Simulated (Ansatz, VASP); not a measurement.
**Two plane-wave programs on K3Ca**

Contents of INCAR:

```
SYSTEM = K3Ca
PREC     = Accurate       ! precision mode
ENCUT    = 520            ! plane-wave cutoff, eV
EDIFF    = 1E-7           ! SCF threshold, eV
ISMEAR   = 0              ! smearing method
SIGMA    = 0.1            ! smearing width, eV
LREAL    = .False.        ! projectors in reciprocal space
LASPH    = .True.         ! aspherical terms in the spheres
NELM     = 100            ! most SCF steps
ALGO     = Normal         ! electronic algorithm
ISIF     = 2              ! what is computed and relaxed
LWAVE    = .False.        ! write WAVECAR
LCHARG   = .True.         ! write CHGCAR
GGA      = PE             ! functional
LELF     = .True.         ! ELF
LVHAR    = .True.       
NBANDS   = 26             ! bands
```

Contents of KPOINTS:

```
Automatic mesh
0
Gamma
  4 4 4
  0 0 0
```

POSCAR

```
K3Ca
1.0
   -3.2330928900      3.2330928900      3.2330928900
    3.2330928900     -3.2330928900      3.2330928900
    3.2330928900      3.2330928900     -3.2330928900
K Ca
3 1
Direct
    0.0000000000      0.5000000000      0.5000000000
    0.5000000000      0.0000000000      0.5000000000
    0.5000000000      0.5000000000      0.0000000000
    0.0000000000      0.0000000000      0.0000000000
```

Input for Ansatz:

```yaml
crystal:
  lattice:
    - [-3.23309289, 3.23309289, 3.23309289]
    - [3.23309289, -3.23309289, 3.23309289]
    - [3.23309289, 3.23309289, -3.23309289]
  atoms:
    - { symbol: K, position: [0.0, 0.5, 0.5] }
    - { symbol: K, position: [0.5, 0.0, 0.5] }
    - { symbol: K, position: [0.5, 0.5, 0.0] }
    - { symbol: Ca, position: [0.0, 0.0, 0.0] }
basis:
  ecutwfc: 420
kpoints:
  mp_grid: { grid: [4, 4, 4] }
hamiltonian:
  xc: pbe
scf:
  occupations: { method: gaussian, width: 0.1 }
  lower_state_search: "off"
output:
  forces: true
  stress: true
  eigenvalues: true
```

Change from the starting cell: species swapped into the Sb3Au type (Im-3m, No. 229).

Alike in both runs: task single point; functional PBE; k mesh 4 × 4 × 4; occupations gaussian, width 0.1 eV; no spin polarisation.

|  | VASP | Ansatz |
| --- | --- | --- |
| version | VASP 6.6.1 | Ansatz 0.2.0 |
| potentials or method | VASP PAW PBE potentials, release 64 (K_sv, Ca_sv) | scalar-relativistic, plane waves, PAW |
| plane-wave cutoff (eV) | 520 | 420 |
| valence electrons in the cell | 37 | 37 |

|  | VASP | Ansatz | Ansatz less VASP |
| --- | --- | --- | --- |
| gap on the k mesh at the Fermi level (eV) | none | none | - |
| pressure (GPa) | 9.4 | 9.4 | -0.03 |

A gap of «none» marks a metal or a gap that the smearing closes.
